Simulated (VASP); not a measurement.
Input for VASP

INCAR:
```
LASPH = .True.   # aspherical one-centre terms
SYSTEM = RbCl
NELM = 100   # most electronic steps
ALGO = Normal   # blocked Davidson
LMAXMIX = 4   # l cut-off of mixed one-centre charges
GGA = 91   # PW91
LREAL = .False.   # projection in real space or not
ENCUT = 520   # plane-wave cut-off (eV)
LWAVE = .False.
ISIF = 2
EDIFF = 1E-7
LCHARG = .False.
PREC = Accurate
SIGMA = 0.05   # width (eV)
ISMEAR = 0   # Gaussian
```

File KPOINTS:
```
Regular mesh
0
Gamma
  7 7 7
0 0 0
```

File POSCAR:
```
RbCl
1
    0.0000000000     3.3116823222     3.3116823222
    3.3116823222     0.0000000000     3.3116823222
    3.3116823222     3.3116823222     0.0000000000
Rb Cl
1 1
Direct
  0.0000000000   0.0000000000   0.0000000000
  0.5000000000   0.5000000000   0.5000000000
```

POTCAR, in this order: Rb_sv Cl (PBE.64 set). Program: vasp_std.

Question: Translate this PW91 calculation to Quantum ESPRESSO's pw.x.

Answer: One equivalent input (not run):
```
&CONTROL
  calculation = 'scf'
  pseudo_dir = './pseudo'
  outdir = './out'
  tprnfor = .true.
  tstress = .true.
/
&SYSTEM
  ibrav = 0
  nat = 2
  ntyp = 2
  ecutwfc = 58
  occupations = 'smearing'
  smearing = 'gaussian'
  degauss = 0.003675
  input_dft = 'pw91'
/
&ELECTRONS
  conv_thr = 7.3e-09
  electron_maxstep = 100
/
ATOMIC_SPECIES
  Rb 85.468 Rb.upf
  Cl 35.450 Cl.upf
CELL_PARAMETERS angstrom
     0.0000000    3.3116823    3.3116823
     3.3116823    0.0000000    3.3116823
     3.3116823    3.3116823    0.0000000
ATOMIC_POSITIONS crystal
  Rb   0.0000000  0.0000000  0.0000000
  Cl   0.5000000  0.5000000  0.5000000
K_POINTS automatic
  7 7 7 0 0 0
```
Limits of the translation: the potentials are each code's own (VASP's PAW set, PseudoDojo norm-conserving files in pw.x), so ENCUT and ecutwfc are chosen apart and not converted; conv_thr bounds pw.x's estimated SCF error, while EDIFF bounds the energy change between steps.

The compound is RbCl in the rock salt structure. This cell is one point of a volume scan, at 0.97 of the reference volume.
